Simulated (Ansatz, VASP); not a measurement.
# Cross-check of LaIrS3 between VASP and Ansatz, part 2 of 3

Aim: how closely do two programs agree when they are given the same cell, functional and k mesh? The cell is generated by rule, not measured, and may not be a known phase. The cell is taken from a series of runs on this material, whose earlier steps may have relaxed, scaled, displaced or heated it; both programs get it as it stands.

VASP 6.6.1 and Ansatz 0.2.0.

So far: The starting structure; Ansatz: zone-centre phonons, PBEsol.

## Step 3: VASP: zone-centre phonons, PBEsol

Level of this step: PBEsol, no spin polarisation; plane waves and PAW (La, Ir, S); invented cell (VASP).

The same cell, functional, mesh and smearing now go to VASP, with its own data sets.

Lines of VASP's logs that name or quote its potential files are left out, and so is its time.

Input file INCAR:

```
SYSTEM = LaIrS3
PREC = Accurate
ENCUT = 500
EDIFF = 1E-08
NELM = 200
ISMEAR = 1
SIGMA = 0.2
LREAL = .FALSE.
ALGO = Normal
GGA = PS
NBANDS = 25
LASPH = .TRUE.
LORBIT = 11
LWAVE = .FALSE.
LCHARG = .FALSE.
ISIF = 2
IBRION = 8
GGA_COMPAT = .FALSE.
LMAXMIX = 6
KPAR = 2
```

Input file POSCAR:

```
LaIrS3
1.0
    4.6342572702      0.0000000000      0.0000000000
    0.0000000000      4.6342572702      0.0000000000
    0.0000000000      0.0000000000      4.6342572702
La Ir S
1 1 3
Direct
    0.0000000000      0.0000000000      0.0000000000
    0.5000000000      0.5000000000      0.5000000000
    0.5000000000      0.5000000000      0.0000000000
    0.0000000000      0.5000000000      0.5000000000
    0.5000000000      0.0000000000      0.5000000000
```

Input file KPOINTS:

```
Automatic mesh
0
Gamma
8 8 8
0 0 0
```

PAW data sets: La, Ir and S (PBE family, release 64).

Command:

```
$ mpirun -np 2 vasp_std
```

Log:

```text
[banner, memory and clock lines left out]
running    2 mpi-ranks, on    1 nodes
 distrk:  each k-point on    1 cores,    2 groups
 distr:  one band on    1 cores,    1 groups

 POSCAR found type information on POSCAR LaIrS
 POSCAR found :  3 types and       5 ions
|                                                                             |
|               ----> ADVICE to this user running VASP <----                  |
|                                                                             |
|     You enforced a specific xc type in the INCAR file but a different       |
|     [... a line on the potential file left out ...]
|     I HOPE YOU KNOW WHAT YOU ARE DOING!                                     |
|                                                                             |

 LDA part: xc-table for (Slater+PW92), standard interpolation
 POSCAR, INCAR and KPOINTS ok, starting setup
 FFT: planning ... GRIDC
 FFT: planning ... GRID_SOFT
 FFT: planning ... GRID
 WAVECAR not read
 entering main loop
       N       E                     dE             d eps       ncg     rms          rms(c)
DAV:   1     0.323613938639E+03    0.32361E+03   -0.14957E+04  1799   0.187E+03
DAV:   2     0.354911582528E+02   -0.28812E+03   -0.27311E+03  1959   0.346E+02
DAV:   3    -0.251970698484E+02   -0.60688E+02   -0.58393E+02  2636   0.155E+02
DAV:   4    -0.333880742713E+02   -0.81910E+01   -0.77414E+01  3151   0.496E+01
DAV:   5    -0.340189268579E+02   -0.63085E+00   -0.60220E+00  2579   0.115E+01    0.261E+01
DAV:   6    -0.329441699121E+02    0.10748E+01   -0.17976E+01  2818   0.300E+01    0.156E+01
DAV:   7    -0.326157937636E+02    0.32838E+00   -0.55751E+00  2811   0.219E+01    0.852E+00
DAV:   8    -0.325672326998E+02    0.48561E-01   -0.33662E-01  2653   0.457E+00    0.140E+00
DAV:   9    -0.325590856435E+02    0.81471E-02   -0.94828E-02  2884   0.249E+00    0.222E-01
DAV:  10    -0.325596909848E+02   -0.60534E-03   -0.64123E-03  2900   0.545E-01    0.167E-01
DAV:  11    -0.325600740873E+02   -0.38310E-03   -0.17020E-03  2932   0.234E-01    0.891E-02
DAV:  12    -0.325602283039E+02   -0.15422E-03   -0.54312E-04  3210   0.173E-01    0.387E-02
DAV:  13    -0.325602717350E+02   -0.43431E-04   -0.26521E-04  2916   0.122E-01    0.231E-02
DAV:  14    -0.325602743302E+02   -0.25952E-05   -0.67726E-05  3121   0.436E-02    0.193E-02
DAV:  15    -0.325602762217E+02   -0.18915E-05   -0.18656E-05  3116   0.271E-02    0.764E-03
DAV:  16    -0.325602743560E+02    0.18657E-05   -0.65688E-06  3340   0.192E-02    0.421E-03
DAV:  17    -0.325602741099E+02    0.24616E-06   -0.13425E-06  2780   0.618E-03    0.173E-03
DAV:  18    -0.325602741724E+02   -0.62563E-07   -0.13347E-07  2860   0.282E-03    0.118E-03
DAV:  19    -0.325602741087E+02    0.63751E-07   -0.39638E-08  2188   0.112E-03    0.269E-04
DAV:  20    -0.325602741086E+02    0.30013E-10   -0.35308E-09  1804   0.719E-04
   1 F= -.32560274E+02 E0= -.32560566E+02  d E =0.875357E-03
 Linear response reoptimize wavefunctions to high precision
DAV:   1    -0.325602741060E+02    0.26134E-08   -0.14025E-09  1780   0.408E-04
DAV:   2    -0.325602741060E+02    0.58208E-10   -0.57046E-10  1700   0.303E-04
 Linear response DOF=           4
 Linear response progress:
  Degree of freedom:   1/  4
       N       E                     dE             d eps       ncg     rms          rms(c)
RMM:   1    -0.276709398243E+00   -0.27671E+00   -0.15875E-01  5568   0.133E+01
RMM:   2    -0.270023259257E+00    0.66861E-02   -0.63182E-02  6497   0.174E+00    0.699E-02
RMM:   3    -0.271210260257E+00   -0.11870E-02   -0.27307E-02  8095   0.755E-01    0.545E-02
RMM:   4    -0.272229432283E+00   -0.10192E-02   -0.10059E-02  8768   0.351E-01    0.516E-02
RMM:   5    -0.273497326276E+00   -0.12679E-02   -0.77605E-03  8313   0.241E-01    0.315E-02
RMM:   6    -0.274410028930E+00   -0.91270E-03   -0.43310E-03  9111   0.167E-01    0.195E-02
RMM:   7    -0.274325779298E+00    0.84250E-04   -0.44026E-03  8249   0.143E-01    0.319E-02
RMM:   8    -0.274525558219E+00   -0.19978E-03   -0.25563E-03  8980   0.121E-01    0.389E-02
RMM:   9    -0.275192387775E+00   -0.66683E-03   -0.17786E-03  8609   0.133E-01    0.167E-02
RMM:  10    -0.275429766652E+00   -0.23738E-03   -0.11424E-03  9106   0.745E-02    0.122E-02
RMM:  11    -0.275582223728E+00   -0.15246E-03   -0.83183E-04  8896   0.502E-02    0.907E-03
RMM:  12    -0.275737498841E+00   -0.15528E-03   -0.47872E-04  8920   0.394E-02    0.632E-03
RMM:  13    -0.275822223021E+00   -0.84724E-04   -0.36293E-04  8951   0.313E-02    0.400E-03
RMM:  14    -0.275864993714E+00   -0.42771E-04   -0.22620E-04  8639   0.291E-02    0.130E-03
RMM:  15    -0.275842997549E+00    0.21996E-04   -0.12756E-04  8422   0.194E-02    0.419E-03
RMM:  16    -0.275868010491E+00   -0.25013E-04   -0.86694E-05  8808   0.145E-02    0.366E-03
[...]
RMM:  41    -0.275992247074E+00    0.42869E-07   -0.33281E-08  9327   0.228E-03    0.137E-05
RMM:  42    -0.275992302251E+00   -0.55176E-07   -0.31996E-08  9368   0.228E-03    0.146E-05
RMM:  43    -0.275992371476E+00   -0.69225E-07   -0.26466E-08  9432   0.227E-03    0.157E-05
RMM:  44    -0.275992360599E+00    0.10877E-07   -0.24911E-08  9455   0.227E-03    0.114E-05
RMM:  45    -0.275992340671E+00    0.19928E-07   -0.23724E-08  9516   0.227E-03    0.792E-06
[...]
RMM:   2    -0.202492184465E+00    0.96193E-02   -0.19144E-02  6632   0.856E-01    0.238E-01
RMM:   3    -0.203342161677E+00   -0.84998E-03   -0.45972E-03  7644   0.245E-01    0.153E-01
RMM:   4    -0.204237717912E+00   -0.89556E-03   -0.11772E-03  7825   0.137E-01    0.162E-02
RMM:   5    -0.204222707473E+00    0.15010E-04   -0.22646E-04  8471   0.475E-02    0.101E-02
RMM:   6    -0.204234099542E+00   -0.11392E-04   -0.51761E-05  8287   0.254E-02    0.286E-03
RMM:   7    -0.204244987378E+00   -0.10888E-04   -0.10145E-05  8417   0.107E-02    0.181E-03
RMM:   8    -0.204247072798E+00   -0.20854E-05   -0.30343E-06  8432   0.644E-03    0.569E-04
RMM:   9    -0.204248955703E+00   -0.18829E-05   -0.99127E-07  8448   0.380E-03    0.264E-04
RMM:  10    -0.204249585316E+00   -0.62961E-06   -0.74678E-08  8392   0.274E-03    0.237E-04
RMM:  11    -0.204249611682E+00   -0.26367E-07    0.10854E-06  8150   0.243E-03    0.648E-05
RMM:  12    -0.204249657804E+00   -0.46121E-07   -0.56380E-07  8337   0.224E-03    0.589E-05
RMM:  13    -0.204249768228E+00   -0.11042E-06    0.16619E-07  8099   0.221E-03    0.412E-05
RMM:  14    -0.204249944346E+00   -0.17612E-06    0.10463E-07  8358   0.219E-03    0.228E-05
RMM:  15    -0.204249852303E+00    0.92043E-07   -0.85305E-07  8286   0.220E-03    0.240E-05
RMM:  16    -0.204249855764E+00   -0.34606E-08   -0.19173E-07  8439   0.219E-03    0.148E-05
RMM:  17    -0.204249856344E+00   -0.58010E-09   -0.74337E-07  8353   0.222E-03    0.213E-05
RMM:  18    -0.204249857771E+00   -0.14269E-08   -0.12388E-07  8556   0.221E-03    0.220E-05
RMM:  19    -0.204249859580E+00   -0.18090E-08   -0.52358E-07  8624   0.223E-03    0.175E-05
RMM:  20    -0.204249865570E+00   -0.59900E-08   -0.34137E-09  8743   0.223E-03    0.125E-05
 first order change of Fermi-energy  -0.39736E-04
 force on displaced ion       2 direction 1 :  -4.983   0.000  -0.000
 Linear response progress:
  Degree of freedom:   3/  4
       N       E                     dE             d eps       ncg     rms          rms(c)
RMM:   1    -0.120598836437E+00   -0.12060E+00   -0.61280E-02 15339   0.146E+00
RMM:   2    -0.112368417692E+00    0.82304E-02   -0.10190E-02 11529   0.556E-01    0.672E-02
RMM:   3    -0.113285619078E+00   -0.91720E-03   -0.39791E-03 13163   0.179E-01    0.489E-02
RMM:   4    -0.114118810304E+00   -0.83319E-03   -0.81356E-04 12410   0.125E-01    0.193E-02
RMM:   5    -0.114127228192E+00   -0.84179E-05   -0.20191E-04 14716   0.429E-02    0.154E-02
RMM:   6    -0.114037825626E+00    0.89403E-04   -0.78008E-05 13030   0.358E-02    0.574E-03
RMM:   7    -0.114129492491E+00   -0.91667E-04   -0.19729E-05 13312   0.187E-02    0.154E-03
RMM:   8    -0.114145457363E+00   -0.15965E-04   -0.83898E-06 15035   0.941E-03    0.101E-03
RMM:   9    -0.114131790561E+00    0.13667E-04   -0.13838E-06 13950   0.627E-03    0.719E-04
RMM:  10    -0.114145343121E+00   -0.13553E-04   -0.61979E-07 14782   0.421E-03    0.308E-04
RMM:  11    -0.114143896550E+00    0.14466E-05   -0.33133E-07 14599   0.326E-03    0.141E-04
RMM:  12    -0.114143915464E+00   -0.18914E-07   -0.11836E-06 14352   0.289E-03    0.899E-05
RMM:  13    -0.114144637966E+00   -0.72250E-06   -0.72026E-07 14365   0.270E-03    0.571E-05
RMM:  14    -0.114144774589E+00   -0.13662E-06   -0.56316E-07 14276   0.261E-03    0.256E-05
[...]
RMM:  26    -0.114144871313E+00    0.35469E-08   -0.33487E-07 14870   0.247E-03    0.181E-06
RMM:  27    -0.114144869683E+00    0.16296E-08   -0.14050E-07 14848   0.246E-03    0.176E-06
RMM:  28    -0.114144849843E+00    0.19840E-07   -0.34430E-07 15018   0.247E-03    0.105E-05
RMM:  29    -0.114144850099E+00   -0.25555E-09   -0.28730E-07 14925   0.246E-03    0.100E-05
RMM:  30    -0.114144845393E+00    0.47055E-08   -0.35185E-07 14991   0.246E-03    0.125E-05
RMM:  31    -0.114144849658E+00   -0.42647E-08   -0.22494E-07 15002   0.246E-03    0.987E-06
RMM:  32    -0.114144849423E+00    0.23528E-09   -0.33961E-07 15027   0.246E-03    0.105E-05
RMM:  33    -0.114144847317E+00    0.21057E-08   -0.24634E-07 15041   0.246E-03    0.106E-05
 first order change of Fermi-energy   0.53695E-03
 force on displaced ion       3 direction 1 :   3.841   0.000   0.000
 Linear response progress:
  Degree of freedom:   4/  4
       N       E                     dE             d eps       ncg     rms          rms(c)
RMM:   1    -0.118197003525E+00   -0.11820E+00    0.29836E-02  8993   0.160E+00
RMM:   2    -0.112273803942E+00    0.59232E-02   -0.10792E-02  6653   0.654E-01    0.239E-01
RMM:   3    -0.112845329412E+00   -0.57153E-03   -0.26839E-03  7290   0.210E-01    0.114E-01
RMM:   4    -0.113260900029E+00   -0.41557E-03   -0.68301E-04  7790   0.100E-01    0.205E-02
RMM:   5    -0.113248747741E+00    0.12152E-04   -0.99701E-05  7941   0.383E-02    0.846E-03
RMM:   6    -0.113262513490E+00   -0.13766E-04   -0.30159E-05  8441   0.164E-02    0.378E-03
RMM:   7    -0.113280512255E+00   -0.17999E-04   -0.61630E-06  8046   0.865E-03    0.196E-03
RMM:   8    -0.113283863564E+00   -0.33513E-05   -0.20333E-06  8661   0.465E-03    0.101E-03
RMM:   9    -0.113284152562E+00   -0.28900E-06   -0.68530E-07  8248   0.329E-03    0.892E-04
RMM:  10    -0.113285393250E+00   -0.12407E-05   -0.18242E-06  8112   0.290E-03    0.310E-04
RMM:  11    -0.113286155992E+00   -0.76274E-06    0.35199E-07  8178   0.267E-03    0.873E-05
RMM:  12    -0.113285743247E+00    0.41274E-06   -0.49176E-07  8123   0.259E-03    0.582E-05
RMM:  13    -0.113285591450E+00    0.15180E-06    0.26239E-07  8194   0.258E-03    0.186E-05
RMM:  14    -0.113285704338E+00   -0.11289E-06   -0.96152E-07  8199   0.257E-03    0.282E-05
[...]
RMM:  31    -0.113285828403E+00   -0.22253E-08   -0.36655E-07  8971   0.263E-03    0.265E-06
RMM:  32    -0.113285825854E+00    0.25489E-08   -0.36382E-07  9054   0.263E-03    0.206E-06
RMM:  33    -0.113285828988E+00   -0.31338E-08   -0.32871E-07  9073   0.263E-03    0.270E-06
RMM:  34    -0.113285827477E+00    0.15108E-08   -0.36931E-07  9163   0.263E-03    0.225E-06
RMM:  35    -0.113285829894E+00   -0.24168E-08   -0.26672E-07  9184   0.263E-03    0.313E-06
RMM:  36    -0.113285829239E+00    0.65482E-09   -0.38480E-07  9225   0.263E-03    0.289E-06
RMM:  37    -0.113285831680E+00   -0.24415E-08   -0.23702E-07  9232   0.263E-03    0.331E-06
RMM:  38    -0.113285829097E+00    0.25834E-08   -0.39917E-07  9266   0.263E-03    0.292E-06
 first order change of Fermi-energy  -0.20924E-02
 force on displaced ion       3 direction 3 :  -0.000  -0.000 -14.855
 Linear response finished
```

(Continued in part 3 of 3.)

[Lines on the potential files, build, host, timing and source positions are cut from VASP's logs without a mark.]

[Logs are printed without paths, hosts, clocks, repeated set-up lines and the standing remarks that a program may print on its own settings, such as how far it seeks lower states.]

[Hosts, paths, dates, database ids (printed as entryN), source tags and the programs' standing remarks are cut or masked in the printed files.]
